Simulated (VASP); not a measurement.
# HfZr2Se4 (Cmmm) in VASP: single point with r2SCAN

Aim: the single point of HfZr2Se4 with r2SCAN.

Program: VASP 6.6.1. These are calculated values, not measurements. Logs are shortened: lines on timing, memory, paths and dates and some standing lists are left out, and cuts for length are marked.

**1. Starting point**

It takes space group Cmmm (No. 65, orthorhombic). Conventional cell: a = 7.786 Å, b = 10.664 Å, c = 3.785 Å, α = 90.00°, β = 90.00°, γ = 90.00°. Around Zr (site symmetry 2/m) lie 6 Se at 2.67 to 2.72 Å. Hf (site symmetry mmm) has 6 Se at 2.73 to 2.79 Å as nearest neighbours. Se (site symmetry m2m) has 4 Zr at 2.72 Å and 1 Hf at 2.79 Å as nearest neighbours. Around Se (site symmetry 2mm) lie 2 Zr at 2.67 Å and 2 Hf at 2.73 Å.

The cell was built by a generator and needn't be a form met in nature.

**2. Single point, r2SCAN**

Contents of INCAR:

```
ALGO     = Normal         # electronic algorithm
EDIFF    = 1E-6           # SCF threshold, eV
ENCUT    = 520            # plane-wave cutoff, eV
ISIF     = 2              # what is computed and relaxed
ISMEAR   = 0              # smearing method
KPAR     = 4            
LASPH    = True           # aspherical terms in the spheres
LCHARG   = False          # write CHGCAR
LMIXTAU  = True         
LREAL    = False          # projectors in reciprocal space
LWAVE    = False          # write WAVECAR
METAGGA  = R2SCAN         # meta-GGA
NBANDS   = 38             # bands
NELM     = 150            # most SCF steps
PREC     = Accurate       # precision mode
SIGMA    = 0.1            # smearing width, eV
```

Contents of KPOINTS:

```
k-points
0
Gamma
  6 6 8
```

Contents of POSCAR:

```
HfZr2Se4
1.0
    3.8929100000     -5.3320200000      0.0000000000
    3.8929100000      5.3320200000      0.0000000000
    0.0000000000      0.0000000000      3.7850600000
Zr Hf Se
2 1 4
Direct
    0.5000000000      0.0000000000      0.5000000000
    0.0000000000      0.5000000000      0.5000000000
    0.0000000000      0.0000000000      0.0000000000
    0.2617940000      0.7382060000      0.0000000000
    0.7382060000      0.2617940000      0.0000000000
    0.2531020000      0.2531020000      0.5000000000
    0.7468980000      0.7468980000      0.5000000000
```

Potentials or basis: VASP PAW PBE potentials, release 64 (Zr_sv, Hf_pv, Se).

The run is started by

```sh
> cat potpaw_PBE.64/Zr_sv/POTCAR potpaw_PBE.64/Hf_pv/POTCAR potpaw_PBE.64/Se/POTCAR > POTCAR
> mpirun -np 4 vasp_std > vasp.out
```

OUTCAR:

```text
EDIFF = 1E-6
   ENCUT = 520
   ISIF = 2
   ISMEAR = 0
   LASPH = True
   LREAL = False
   METAGGA = R2SCAN
   NELM = 150
   PREC = Accurate

 ion  position               nearest neighbor table
   1  0.500  0.000  0.500-   6 2.67   7 2.67   4 2.72   5 2.72   4 2.72   5 2.72   3 3.80   3 3.80
                             3 3.80   3 3.80   2 3.89   2 3.89
   2  0.000  0.500  0.500-   6 2.67   7 2.67   4 2.72   5 2.72   4 2.72   5 2.72   3 3.80   3 3.80
                             3 3.80   3 3.80   1 3.89   1 3.89
   3  0.000  0.000  0.000-   6 2.73   7 2.73   6 2.73   7 2.73   4 2.79   5 2.79   1 3.80   2 3.80
                             1 3.80   2 3.80   2 3.80   2 3.80   1 3.80   1 3.80
   4  0.262  0.738  0.000-   1 2.72   2 2.72   1 2.72   2 2.72   3 2.79
   5  0.738  0.262  0.000-   1 2.72   2 2.72   1 2.72   2 2.72   3 2.79
   6  0.253  0.253  0.500-   1 2.67   2 2.67   3 2.73   3 2.73
   7  0.747  0.747  0.500-   1 2.67   2 2.67   3 2.73   3 2.73

  LATTYP: Found a base centered orthorhombic cell.
 ALAT       =     7.7858200000
 B/A-ratio  =     1.3696746136
 C/A-ratio  =     0.4861478945

  Lattice vectors:

 A1 = (   3.8929100000,  -5.3320200000,   0.0000000000)
 A2 = (   3.8929100000,   5.3320200000,   0.0000000000)
 A3 = (   0.0000000000,   0.0000000000,   3.7850600000)

Analysis of symmetry for initial positions (statically):
=====================================================================
 Subroutine PRICEL returns:
 Original cell was already a primitive cell.

 Routine SETGRP: Setting up the symmetry group for a
 base centered orthorhombic supercell.

 Subroutine GETGRP returns: Found  8 space group operations
 (whereof  8 operations were pure point group operations)
 out of a pool of  8 trial point group operations.

The static configuration has the point symmetry D_2h.

Analysis of symmetry for dynamics (positions and initial velocities):
=====================================================================
 Subroutine PRICEL returns:
 Original cell was already a primitive cell.

 Routine SETGRP: Setting up the symmetry group for a
 base centered orthorhombic supercell.

 Subroutine GETGRP returns: Found  8 space group operations
 (whereof  8 operations were pure point group operations)
 out of a pool of  8 trial point group operations.

The dynamic configuration has the point symmetry D_2h.

 Subroutine INISYM returns: Found  8 space group operations
 (whereof  8 operations are pure point group operations),
 and found     1 'primitive' translations

----------------------------------------------------------------------------------------

                                     Primitive cell

  volume of cell :     157.1335
[... 104 lines left out ...]
   NFREE  =      0    steps in history (QN), initial steepest desc. (CG)
   ISIF   =      2    stress and relaxation
   ISYM   =      2    0-nonsym 1-usesym 2-fastsym
   POTIM  = 0.5000    time-step for ionic-motion
   TEBEG  =    0.0;   TEEND  =   0.0 temperature during run
   PSTRESS=    0.0 pullay stress
   NELECT =      58.0000    total number of electrons
   NUPDOWN=      -1.0000    fix difference up-down
   EMIN   =  10.00;   EMAX   =-10.00  energy-range for DOS
   EFERMI =   0.00;   METHOD = LEGACY
   ISMEAR =     0;   SIGMA  =   0.10  broadening in eV -4-tet -1-fermi 0-gaus
   EFERMI_NEDOS =   21; number of points for ismear=-14 and -15
   IALGO  =     38    algorithm
   IMIX   =      4    mixing-type and parameters
     AMIX     =   0.40;   BMIX     =  1.00
     AMIX_MAG =   1.60;   BMIX_MAG =  1.00
  volume/ion in A,a.u.               =      22.45       151.48
  Fermi-wavevector in a.u.,A,eV,Ry     =   1.174342  2.219184 18.763505  1.379079
  Thomas-Fermi vector in A             =   2.310740
   LORBIT       =      0    0 simple, 1 ext, 2 COOP (PROOUT), +10 PAW based schemes
   METAGGA = R2SCAN    functional components
   LHFCALC =     F    Hartree Fock is set to
   AEXX    =    0.0000 exact exchange contribution
   IVDW    =     0    specifies the selected vdW correction
   LEPSILON=     F    determine dielectric tensor
   LRPA    =     F    only Hartree local field effects (RPA)
 non-spin polarized calculation
 Gauss-broadening in eV      SIGMA  =   0.10
  energy-cutoff  :      520.00
  volume of cell :      157.13
 maximum number of plane-waves:      4260
 NGX is ok and might be reduce to    50
   NGX = 25   NGY = 25   NGZ = 15

 number of electron      57.9999999 magnetization

 Free energy of the ion-electron system (eV)
  ---------------------------------------------------
  ext. energy  EPLUGINS =         0.00000000
  ---------------------------------------------------
  free energy    TOTEN  =      -157.95755353 eV

  energy without entropy =     -157.94005003  energy(sigma->0) =     -157.94880178

 E-fermi :   7.0155     XC(G=0): -10.8893

 val. band max:        7.0053033263   @ k =   0.3333  -0.0000   0.2500
 cond. band min:       7.0156626839   @ k =  -0.1667   0.1667   0.0000
 fundamental gap:      0.0103593576
 Fermi energy:         7.0155133251

 k-point     1 :       0.0000    0.0000    0.0000
  band No.  band energies     occupation
      1     -44.9952      2.00000
      2     -44.9904      2.00000
      3     -26.3491      2.00000
      4     -26.3430      2.00000
      5     -26.3091      2.00000
      6     -22.4916      2.00000
[... 973 lines left out ...]
     37       9.0940      0.00000
     38       9.3549      0.00000

 [... further k-points ...]
[... 5 lines left out ...]
  --------------------------------------------------------------------------------------
  -------------------------------------------------------------------------------------
  Total       -1.2336850     -0.9635583     -0.6894516     -0.0000000      0.0000000      0.0000000
  in kB      -12.5789958     -9.8247085     -7.0298408     -0.0000000      0.0000000      0.0000000
  external PRESSURE =      -9.8111817 kB  Pullay stress =       0.0000000 kB

 VOLUME and BASIS-vectors are now :
 -----------------------------------------------------------------------------
  energy-cutoff  :      520.00
  volume of cell :      157.13
      direct lattice vectors                 reciprocal lattice vectors
     3.892910000 -5.332020000  0.000000000     0.128438623 -0.093773092  0.000000000
     3.892910000  5.332020000  0.000000000     0.128438623  0.093773092  0.000000000
     0.000000000  0.000000000  3.785060000     0.000000000  0.000000000  0.264196605

 POSITION                                       TOTAL-FORCE (eV/Angst)
 -----------------------------------------------------------------------------------
      1.94646     -2.66601      1.89253         0.000000      0.000000      0.000000
      1.94646      2.66601      1.89253         0.000000      0.000000      0.000000
      0.00000      0.00000      0.00000         0.000000      0.000000      0.000000
      3.89291      2.54024      0.00000         0.000000      0.165741      0.000000
      3.89291     -2.54024      0.00000         0.000000     -0.165741     -0.000000
      1.97061      0.00000      1.89253        -0.206740      0.000000      0.000000
      5.81521      0.00000      1.89253         0.206740      0.000000      0.000000
 -----------------------------------------------------------------------------------
    total drift:                                0.000000      0.000000      0.000000

  FREE ENERGIE OF THE ION-ELECTRON SYSTEM (eV)
  ---------------------------------------------------
  free  energy   TOTEN  =      -157.9575535318 eV

  energy  without entropy=     -157.9400500289  energy(sigma->0) =     -157.94880178
```

stdout:

```text
POSCAR found type information on POSCAR ZrHfSe
 POSCAR found :  3 types and       7 ions
 scaLAPACK will be used
 -----------------------------------------------------------------------------
|                                                                             |
|                                                                             |
|     You enforced a specific xc type in the INCAR file but a different       |
|     I HOPE YOU KNOW WHAT YOU ARE DOING!                                     |
|                                                                             |
 -----------------------------------------------------------------------------

 LDA part: xc-table for (None), standard interpolation
 POSCAR, INCAR and KPOINTS ok, starting setup
 FFT: planning ... GRIDC
 FFT: planning ... GRID_SOFT
 FFT: planning ... GRID
 WAVECAR not read
 entering main loop
```

Run time: 5.4 min. Hardware: 4 MPI ranks of Intel Xeon Platinum 8375C at 2.90GHz (Ice Lake), shared host; peak memory 0.53 GiB.

Results:

| Property | Result |
| --- | --- |
| Free energy | -157.9576 eV |
| Pressure | -1.0 GPa |
| Largest force | 0.207 eV/Å |
| Band gap on the k mesh | none (metal or under the smearing width) |

Forces on the atoms (eV/Å):
```
Zr   0.000  0.000  0.000
Zr   0.000  0.000  0.000
Hf   0.000  0.000  0.000
Se   0.000  0.166  0.000
Se   0.000 -0.166  0.000
Se  -0.207  0.000  0.000
Se   0.207  0.000  0.000
```

Caveat: the PAW data sets were made with another functional, which shifts forces and pressure a little.
